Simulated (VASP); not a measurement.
A convergence study with VASP on FePt (space group P4/mmm): one setting is varied, all else stays as given below, so the limit is that of these other settings. Each run relaxes cell and ions from the cell shown. The basis is that of the starting cell, so low cut-offs carry a Pulay error.

```
FePt
1.0
    2.73360     0.00000     0.00000
    0.00000     2.73360     0.00000
    0.00000     0.00000     3.72855
Fe Pt
1 1
Direct
  0.00000   0.00000   0.00000
  0.50000   0.50000   0.50000
```
Starting moments (μB, in the order of the record's atoms Fe Pt): 3.0 0.0.

All values below come from PBE GGA, VASP's PBE PAW potentials (set 64) (plane waves; VASP 6.6.1). The tightest run used: 600 eV cut-off, 12×12×9 Γ-centred mesh, Gaussian smearing of 0.10 eV, potentials Fe Pt.

| setting | relaxed volume (Å³/atom) | E (eV/atom) | moment (μB) | plane waves |
|---|---|---|---|---|
| ENCUT = 210 | 12.238 | -7.1606 | 0.000 | 209 |
| ENCUT = 255 | 13.778 | -7.3967 | 3.265 | 270 |
| ENCUT = 300 | 13.970 | -7.4075 | 3.293 | 340 |

Q: These are the cheaper rows. Estimate the results at ENCUT = 600, and how far the last row shown lies from them.

A: 
```json
[
 {"quantity": "relaxed volume (Å³/atom)", "tightest run": "14.002", "last row shown is off by": "-0.031"},
 {"quantity": "E (eV/atom)", "tightest run": "-7.4012", "last row shown is off by": "-0.0064"},
 {"quantity": "moment (μB)", "tightest run": "3.294", "last row shown is off by": "-0.001"}
]
```

Left out are rungs that failed or repeat a setting and relaxations that didn't move; long series are thinned to 24 rows.

The structure is a typed FePt crystal (space group no. 123).
